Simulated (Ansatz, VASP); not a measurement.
**NiS in two plane-wave programs**

Wanted: the spread between two codes on one cell, functional and k mesh. The cell is taken from a series of runs on this material, whose earlier steps may have relaxed, scaled, displaced or heated it; both programs get it as it stands.

Main program and level: Ansatz 0.2.0; plane waves, with VASP 6.6.1 beside it; LDA, DFT+U.

**1. The starting structure**

It takes space group P6_3/mmc (No. 194, hexagonal). The conventional cell has a = 3.425 Å, b = 3.425 Å, c = 5.340 Å, α = 90.00°, β = 90.00°, γ = 120.00°. Nearest to Ni lie 6 S at 2.39 Å and 2 Ni at 2.67 Å. S has 6 Ni at 2.39 Å nearest. Farther neighbours and most contacts between anions are not listed.

**2. Ansatz: single point, LDA, DFT+U, pair 1**

Ansatz runs on its default PAW (the set named soft_2) files.

A single point takes one fixed geometry, so differences don't come from the geometry; what else differs is listed under the comparison.

Input file input.yaml:

```yaml
crystal:
  lattice:
    - [-3.425, 0.0, 0.0]
    - [0.0, 0.0, -5.34]
    - [0.0, -5.932274016, 0.0]
  atoms:
    - { symbol: Ni, position: [0.5, 0.0, 0.5], spin: 2.0 }
    - { symbol: Ni, position: [0.0, 0.0, 0.0], spin: 2.0 }
    - { symbol: Ni, position: [0.5, 0.5, 0.5], spin: 2.0 }
    - { symbol: Ni, position: [0.0, 0.5, 0.0], spin: 2.0 }
    - { symbol: S, position: [0.500000001, 0.75, 0.166666666] }
    - { symbol: S, position: [0.0, 0.75, 0.666666666] }
    - { symbol: S, position: [0.0, 0.25, 0.333333334] }
    - { symbol: S, position: [0.499999999, 0.25, 0.833333334] }
magnetization:
  spin_polarized: true
kpoints:
  mp_grid: { grid: [8, 5, 5] }
hamiltonian:
  xc: lda
  hubbard:
    sites:
      - { species: Ni, l: d, u_eff: 8.4 }
      - { site: 0, l: d, u_eff: 8.4, starting_ns: [{ spin: up, occupation_matrix: ni1_major }, { spin: down, occupation_matrix: ni1_minor }] }
      - { site: 1, l: d, u_eff: 8.4, starting_ns: [{ spin: up, occupation_matrix: ni1_major }, { spin: down, occupation_matrix: ni1_minor }] }
      - { site: 2, l: d, u_eff: 8.4, starting_ns: [{ spin: up, occupation_matrix: ni2_major }, { spin: down, occupation_matrix: ni2_minor }] }
      - { site: 3, l: d, u_eff: 8.4, starting_ns: [{ spin: up, occupation_matrix: ni2_major }, { spin: down, occupation_matrix: ni2_minor }] }
    projectors: ortho-atomic
    occupation_matrices:
      ni1_major:
        matrix:
          - [0.986, 0.0, -0.001, 0.001, 0.0]
          - [0.0, 0.944, 0.004, 0.003, -0.032]
          - [-0.001, 0.004, 0.973, -0.01, 0.003]
          - [0.001, 0.003, -0.01, 0.98, 0.001]
          - [0.0, -0.032, 0.003, 0.001, 0.966]
      ni1_minor:
        matrix:
          - [0.981, -0.004, -0.015, -0.01, -0.003]
          - [-0.004, 0.882, -0.057, -0.042, -0.071]
          - [-0.015, -0.057, 0.448, -0.394, -0.027]
          - [-0.01, -0.042, -0.394, 0.691, -0.022]
          - [-0.003, -0.071, -0.027, -0.022, 0.935]
      ni2_major:
        matrix:
          - [0.986, 0.0, 0.0, -0.001, 0.001]
          - [0.0, 0.969, -0.011, 0.008, 0.013]
          - [0.0, -0.011, 0.948, 0.028, 0.008]
          - [-0.001, 0.008, 0.028, 0.968, -0.005]
          - [0.001, 0.013, 0.008, -0.005, 0.977]
      ni2_minor:
        matrix:
          - [0.981, 0.015, -0.004, 0.003, -0.01]
          - [0.015, 0.507, 0.159, -0.13, 0.343]
          - [-0.004, 0.159, 0.823, 0.122, -0.116]
          - [0.003, -0.13, 0.122, 0.893, 0.095]
          - [-0.01, 0.343, -0.116, 0.095, 0.733]
scf:
  occupations: { method: fermi_dirac, width: 0.05 }
output:
  eigenvalues: true
```

Launch:

```console
$ ansatz run input.yaml --threads 4 --pin off --max-ram 8192MiB --backend cpu --events-out ev --progress --plain --runs-dir out
```

Numbers of over 12 decimals in the logs are rounded to 6 here.

Log:

```text
Warning: crystal.symmetry: narrowed to the stabiliser of the occupation matrices — unitary ops 16 → 4; lowered by the specified shells (site 0, l: d), (site 1, l: d), (site 2, l: d), (site 3, l: d); largest admitted image defect 4.4e-16, smallest excluded 3.2e-1 — at a splitting's scale: the group the occupation matrices' own texture admits
Engine: ansatz 0.2.0, aarch64-unknown-linux-gnu
Pseudopotentials: kind: paw
Pseudopotential: Ni, paw, valence charge 18, recommended cutoff 420 eV (normal), Ni.paw.azcp
Pseudopotential: S, paw, valence charge 6, recommended cutoff 420 eV (normal), S.paw.azcp
Functional definition: SPW92
  exchange = slater_x
  correlation = pw_c
Crystal: 8 atoms, lattice volume = 108.498 Å³
Basis set: ecut = 420 eV, 2157 PW (Γ)
Bands: 63, of which v1, the nominal top of the filled ones, is band 48 counted from 1 (47 counted from 0)
Symmetry: 4 space group operations
k-points: 101 of 200
Non-local potential: Ni, projectors of the file, l = 0: 3, l = 1: 2, l = 2: 3, l = 3: 1
Non-local potential: S, projectors of the file, l = 0: 2, l = 1: 2, l = 2: 2
PAW form: soft (Blöchl's): semilocal exchange-correlation on the pseudo side does not see the compensation charge
PAW frozen core: Ni, regenerated for the run's functional, and the local potential with it (the file was generated under x = pbe(κ = 0.804, μ = 0.219515), c = pbe(β = 0.066725))
PAW frozen core: S, regenerated for the run's functional, and the local potential with it (the file was generated under x = pbe(κ = 0.804, μ = 0.219515), c = pbe(β = 0.066725))
PAW one-centre angular grid: Ni, 590 points (default); XC on 64 Gauss nodes
PAW one-centre angular grid: S, 110 points (default); XC on 64 Gauss nodes
Initial density: superposition of atomic densities (chi_scale 0.1, normalization cell)
Starting moments: Σ|m| = 8 μB on 4 of 8 sites
Initial wavefunctions: pseudopotential atomic-orbital guess
Functional: x = slater, c = lda
SCF iter   1: F=—  HF=-26564.043157 eV  |F-HF|=—  |Δ(HF+E_count)|=         —  Δρ=1.69e-1 (↑2.92e-2 ↓1.69e-1)  dr2=1.58e1  dr2_m=8.81e0  M=3.436 μB ∫|m|=3.885 μB  β_m=0.30  ethr=3.10e-3  ⟨swp⟩=5.9  Hψ=46940  notcnv=0  defer=46
preconditioner: auto → Kerker (q_TF=auto, 2.673 Å⁻¹)  [metal: Δε(μ)=0.001 eV  Ē_g=11.981 eV  σ=0.050 eV  W_gap=0.00  n_scr=38 (ndim 8)  ℏωp=28.5 eV  f_vac=0.000  D(μ)=3.70/eV (n_scr^D=34)]
spin=Collinear: Kerker preconditioning applied to the charge; magnetization (m = ρ↑ − ρ↓) channel mixes plain (no charge-response kernel on spin).
SCF iter   2: F=—  HF=-26562.253540 eV  |F-HF|=—  |Δ(HF+E_count)|=    1.79e0  Δρ=8.85e-2 (↑4.34e-2 ↓8.85e-2)  dr2=2.19e0  dr2_m=3.75e0  M=3.730 μB ∫|m|=4.155 μB  β_m=0.30  ethr=3.10e-3  ⟨swp⟩=2.9  Hψ=23939  notcnv=0  defer=1539
SCF iter   3: F=—  HF=-26562.014088 eV  |F-HF|=—  |Δ(HF+E_count)|=   2.39e-1  Δρ=5.72e-2 (↑3.51e-2 ↓5.72e-2)  dr2=8.04e-1  dr2_m=1.87e0  M=3.755 μB ∫|m|=4.147 μB  β_m=0.30  ethr=2.28e-3  ⟨swp⟩=2.0  Hψ=15034  notcnv=0  defer=1529
SCF iter   4: F=—  HF=-26561.787530 eV  |F-HF|=—  |Δ(HF+E_count)|=   2.27e-1  Δρ=3.62e-2 (↑3.62e-2 ↓2.27e-2)  dr2=1.25e-1  dr2_m=8.38e-1  M=3.903 μB ∫|m|=4.199 μB  β_m=1.00  ethr=8.38e-4  ⟨swp⟩=2.3  Hψ=18271  notcnv=0  defer=1529
SCF iter   5: F=—  HF=-26561.830309 eV  |F-HF|=—  |Δ(HF+E_count)|=   4.28e-2  Δρ=4.15e-3 (↑4.15e-3 ↓2.57e-3)  dr2=2.49e-2  dr2_m=2.63e-3  M=3.819 μB ∫|m|=4.161 μB  β_m=0.30  ethr=1.30e-4  ⟨swp⟩=2.0  Hψ=25901  notcnv=0  defer=1521
SCF iter   6: F=—  HF=-26561.907408 eV  |F-HF|=—  |Δ(HF+E_count)|=   7.71e-2  Δρ=2.54e-3 (↑2.54e-3 ↓1.72e-3)  dr2=4.78e-3  dr2_m=2.85e-3  M=3.803 μB ∫|m|=4.150 μB  β_m=0.30  ethr=2.60e-5  ⟨swp⟩=2.0  Hψ=22284  notcnv=0  defer=1521
Mixer restart at iter 6: flushing history
spin-set hold released at iteration 6 (site moments contracting): the magnetisation degrees of freedom join the quasi-Newton model from the next iteration; the mixer history was flushed
SCF iter   7: F=—  HF=-26561.948544 eV  |F-HF|=—  |Δ(HF+E_count)|=   4.11e-2  Δρ=2.15e-3 (↑2.15e-3 ↓1.93e-3)  dr2=1.92e-3  dr2_m=3.29e-3  M=3.787 μB ∫|m|=4.133 μB  β_m=0.65  ethr=4.98e-6  ⟨swp⟩=2.4  Hψ=20110  notcnv=0  defer=1521
SCF iter   8: F=—  HF=-26561.994908 eV  |F-HF|=—  |Δ(HF+E_count)|=   4.64e-2  Δρ=1.49e-3 (↑1.49e-3 ↓1.04e-3)  dr2=6.68e-4  dr2_m=1.37e-3  M=3.728 μB ∫|m|=4.077 μB  β_m=0.80  ethr=2.00e-6  ⟨swp⟩=2.1  Hψ=22307  notcnv=0  defer=1521
SCF iter   9: F=—  HF=-26561.996042 eV  |F-HF|=—  |Δ(HF+E_count)|=   1.13e-3  Δρ=1.90e-3 (↑8.81e-4 ↓1.90e-3)  dr2=4.79e-3  dr2_m=4.76e-4  M=3.702 μB ∫|m|=4.060 μB  β_m=0.74  ethr=6.96e-7  ⟨swp⟩=2.1  Hψ=22005  notcnv=0  defer=1521
[...]
SCF iter  12: F=—  HF=-26561.995558 eV  |F-HF|=—  |Δ(HF+E_count)|=   3.85e-5  Δρ=2.35e-4 (↑2.35e-4 ↓1.55e-4)  dr2=7.69e-5  dr2_m=5.93e-6  M=3.679 μB ∫|m|=4.046 μB  β_m=0.82  ethr=3.68e-7  ⟨swp⟩=2.3  Hψ=15889  notcnv=0  defer=1521
SCF iter  13: F=—  HF=-26561.995563 eV  |F-HF|=—  |Δ(HF+E_count)|=   4.81e-6  Δρ=4.92e-5 (↑4.82e-5 ↓4.92e-5)  dr2=1.24e-6  dr2_m=1.53e-6  M=3.672 μB ∫|m|=4.042 μB  β_m=0.91  ethr=8.01e-8  ⟨swp⟩=2.2  Hψ=17095  notcnv=0  defer=1521
SCF iter  14: F=—  HF=-26561.995569 eV  |F-HF|=—  |Δ(HF+E_count)|=   6.09e-6  Δρ=5.03e-5 (↑7.82e-6 ↓5.03e-5)  dr2=1.36e-6  dr2_m=6.78e-7  M=3.669 μB ∫|m|=4.041 μB  β_m=0.95  ethr=1.29e-9  ⟨swp⟩=2.2  Hψ=21206  notcnv=0  defer=1521
SCF iter  15: F=—  HF=-26561.995576 eV  |F-HF|=—  |Δ(HF+E_count)|=   6.76e-6  Δρ=5.94e-5 (↑2.07e-5 ↓5.94e-5)  dr2=3.84e-6  dr2_m=5.36e-7  M=3.668 μB ∫|m|=4.040 μB  β_m=0.98  ethr=1.29e-9  ⟨swp⟩=2.4  Hψ=21558  notcnv=0  defer=1521
SCF iter  16: F=—  HF=-26561.995582 eV  |F-HF|=—  |Δ(HF+E_count)|=   6.00e-6  Δρ=2.51e-5 (↑5.93e-6 ↓2.51e-5)  dr2=3.89e-7  dr2_m=1.68e-7  M=3.668 μB ∫|m|=4.040 μB  β_m=0.99  ethr=1.29e-9  ⟨swp⟩=2.5  Hψ=22122  notcnv=0  defer=1521
SCF iter  17: F=—  HF=-26561.995584 eV  |F-HF|=—  |Δ(HF+E_count)|=   2.32e-6  Δρ=2.78e-5 (↑4.15e-6 ↓2.78e-5)  dr2=6.23e-7  dr2_m=1.73e-7  M=3.668 μB ∫|m|=4.041 μB  β_m=0.99  ethr=4.05e-10  ⟨swp⟩=2.5  Hψ=22120  notcnv=0  defer=1521
SCF iter  18: F=—  HF=-26561.995585 eV  |F-HF|=—  |Δ(HF+E_count)|=   1.53e-6  Δρ=1.92e-5 (↑4.44e-6 ↓1.92e-5)  dr2=2.98e-7  dr2_m=9.40e-8  M=3.668 μB ∫|m|=4.041 μB  β_m=1.00  ethr=4.05e-10  ⟨swp⟩=2.4  Hψ=21526  notcnv=0  defer=1521
SCF iter  19: F=—  HF=-26561.995587 eV  |F-HF|=—  |Δ(HF+E_count)|=   1.09e-6  Δρ=8.21e-6 (↑3.94e-6 ↓8.21e-6)  dr2=1.29e-7  dr2_m=1.05e-8  M=3.669 μB ∫|m|=4.041 μB  β_m=1.00  ethr=3.10e-10  ⟨swp⟩=2.5  Hψ=22591  notcnv=0  defer=1521
SCF iter  20: F=—  HF=-26561.995587 eV  |F-HF|=—  |Δ(HF+E_count)|=   1.40e-7  Δρ=1.43e-5 (↑9.33e-6 ↓1.43e-5)  dr2=4.07e-7  dr2_m=7.54e-9  M=3.669 μB ∫|m|=4.041 μB  β_m=0.74  ethr=1.04e-10  ⟨swp⟩=9.0  Hψ=55037  notcnv=0  recentre
SCF iter  21: F=-26561.995587 eV  HF=-26561.995587 eV  |F-HF|=1.06e-9  |Δ(HF+E_count)|=   7.64e-8  Δρ=3.34e-6 (↑1.62e-6 ↓3.34e-6)  dr2=1.93e-8  dr2_m=2.08e-9  M=3.669 μB ∫|m|=4.041 μB  ethr=1.04e-10  ⟨swp⟩=1.9  Hψ=35927  notcnv=0
SCF 1 converged in 21 iterations: F = -26561.995587 eV  dr2 = 1.93e-8
  greatest PAW one-centre occupation: 1.004 electrons in one spin orbital (limit 2), on the Ni atom at site 3 (counted from 0), in its partial waves of l = 1
SCF converged after 21 iterations
Magnetization: 3.6689 μB (49.8344 up, 46.1656 down)
Absolute magnetization: 4.0350 μB (∫|ρ↑−ρ↓|, with the PAW one-centre terms)
Spin contamination: 0.4322 ħ² per cell (⟨S²⟩ above its minimum at these occupations)
Per-site moments (μB) at R_I (Å): [(0.925990, 0.984176), (0.925990, 0.984176), (0.924881, 0.984176), (0.924881, 0.984176), (-0.020096, 0.984176), (-0.020096, 0.984176), (-0.020096, 0.984176), (-0.020096, 0.984176)]
Free energy (F): -26561.995587 eV
Harris-Foulkes:  -26561.995587 eV  (|F-HF|=1.06e-9)
Internal energy: -26561.962160 eV  (E = F + TS)
E sigma→0 (E₀):  -26561.978873 eV
Entropy (-TS):   -0.033426 eV (-4.178 meV/atom)
Fermi energy:    12.095960 eV
--- Per-component energies (eV) ---
  E_band       = -1494.314967
  E_kinetic    = 1567.427183
  E_local      = -18031.192648  (includes V_loc(G=0)·N_el)
  E_nonlocal   = 2721.692860
  E_hartree    = 7671.891135
  E_xc         = -720.287947
  E_vxc        = -784.938320  (∫ρ·V_xc dr)
  E_hubbard    = 7.614590  (on-site DFT+U / exact-exchange correction)
  E_vhub       = -132.382979  (the Hubbard potential's part of the band-sum identity)
  E_paw        = -8559.404167  (= ΣΔE_a)
  E_vpaw       = -2178.709291  (= ΣTr[D̂ρ^β])
  E_aug_tail   = 0.001613  (compensation charges beyond the density's cutoff)
  E_ewald      = -11222.054051
  E_core_change = 2.349272  (= ΣΔE_core)
  E_smearing   = -0.033426  (= −TS)
  E_closure    = 0.000000  (closes the sum)
  Σ components = -26561.995587   (vs F -26561.995587, Δ=0.00e0)
--- Specified on-site occupations, and those of the state reported ---
  electrons in the specified blocks: 35.1420 specified, 35.1458 found
  site 2 (l=d) ↓: largest change of an orbital's occupation 0.0078; electrons 3.9370 specified, 3.9401 found; spectral distance 0.0038
  site 3 (l=d) ↓: largest change of an orbital's occupation 0.0078; electrons 3.9370 specified, 3.9401 found; spectral distance 0.0038
  site 1 (l=d) ↓: largest change of an orbital's occupation 0.0051; electrons 3.9370 specified, 3.9389 found; spectral distance 0.0022
  site 0 (l=d) ↓: largest change of an orbital's occupation 0.0051; electrons 3.9370 specified, 3.9389 found; spectral distance 0.0022
  site 2 (l=d) ↑: largest change of an orbital's occupation 0.0019; electrons 4.8480 specified, 4.8470 found; spectral distance 0.0017
  site 3 (l=d) ↑: largest change of an orbital's occupation 0.0019; electrons 4.8480 specified, 4.8470 found; spectral distance 0.0017
  site 0 (l=d) ↑: largest change of an orbital's occupation 0.0019; electrons 4.8490 specified, 4.8469 found; spectral distance 0.0016
  site 1 (l=d) ↑: largest change of an orbital's occupation 0.0019; electrons 4.8490 specified, 4.8469 found; spectral distance 0.0016
--- Band table (eV; the first three rows and the last of 202) ---
  k-point 0 ↑: bands = [... 44 lower, 9.1269, 11.2109, 11.2247, 11.7136, 11.8112, 12.9941, 13.1279, 13.2614, ... 11 higher]
  k-point 1 ↑: bands = [... 44 lower, 9.4099, 10.5671, 11.0460, 11.9217, 11.9339, 12.4476, 13.0637, 13.2284, ... 11 higher]
  k-point 2 ↑: bands = [... 44 lower, 9.8842, 10.2257, 10.5479, 11.3298, 12.1959, 12.2262, 13.0632, 13.1449, ... 11 higher]
  k-point 100 ↓: bands = [... 44 lower, 10.5716, 10.6004, 12.8610, 13.2478, 15.0242, 15.0786, 15.6101, 16.1072, ... 11 higher]
Occupation matrices written to <dir>
```

(Continued in part 2 of 3.)

[Lines on the potential files, build, host, timing and source positions are cut from VASP's logs without a mark.]

[Logs are printed without paths, hosts, clocks, repeated set-up lines and the standing remarks that a program may print on its own settings, such as how far it seeks lower states.]

[Hosts, paths, dates, database ids (printed as entryN), source tags and the programs' standing remarks are cut or masked in the printed files.]
